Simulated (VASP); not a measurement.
Crystal: Mg2ZnTeS2.

```xyz
6
Lattice="4.4742 0.0000 0.0000 0.0000 4.4742 0.0000 0.0000 0.0000 5.7435" Properties=species:S:1:pos:R:3 pbc="T T T"
Mg    2.2371    2.2371    1.6013
Mg    2.2371    2.2371    4.1422
Zn    0.0000    0.0000    0.0000
Te    0.0000    0.0000    2.8717
S     0.0000    2.2371    0.0000
S     2.2371    0.0000    0.0000
```

The cell was built by a generator and needn't be a form met in nature.

| Quantity | Value |
| --- | --- |
| Program | VASP 6.6.1 |
| Task | relaxation of cell and atoms |
| Functional | PBE |
| Potentials or basis | VASP PAW PBE potentials, release 64 (Mg, Zn, Te, S) |
| Cutoff | 520 eV |
| k mesh | 3 × 3 × 3 |
| Occupations | gaussian, width 0.15 eV |
| Spin | no spin polarisation |

At the start: pressure 10.6 GPa; volume 19.16 Å³/atom.

Task: Where does the relaxation end?

Result: Over 8 steps the energy falls by 156.7 meV/atom and the volume is 22.76 Å³/atom (+18.8 %); space group P4/mmm (No. 123, to 0.05 Å).

Step by step:
| step | energy change (eV) | largest force (eV/Å) | pressure (GPa) | volume (Å³) |
| --- | --- | --- | --- | --- |
| 1 | 0.0000 | 1.9550 | 10.59 | 114.98 |
| 2 | -0.7435 | 1.0151 | -1.52 | 137.36 |
| 3 | -0.7444 | 1.0276 | -1.60 | 136.77 |
| 4 | -0.7446 | 1.0373 | -1.47 | 136.31 |
| 5 | -0.8690 | 0.6344 | -0.16 | 134.67 |
| 6 | -0.9182 | 0.2476 | 1.11 | 133.07 |
| 7 | -0.9194 | 0.1848 | 1.38 | 132.80 |
| 8 | -0.9404 | 0.0556 | -0.21 | 136.57 |

Final structure:
```xyz
6
Lattice="4.6536 0.0000 0.0000 0.0000 4.6536 0.0000 0.0000 0.0000 6.3065" Properties=species:S:1:pos:R:3 pbc="T T T"
Mg    2.3268    2.3268    1.4933
Mg    2.3268    2.3268    4.8132
Zn    4.6536    4.6536    0.0000
Te    4.6536    4.6536    3.1532
S     4.6536    2.3268    0.0000
S     2.3268    4.6536    0.0000
```

Caveat: the k mesh is coarse (spacing up to 0.47 Å⁻¹), so the values aren't converged; the volume moved by over 15 % at a fixed basis, so the end points are rough.
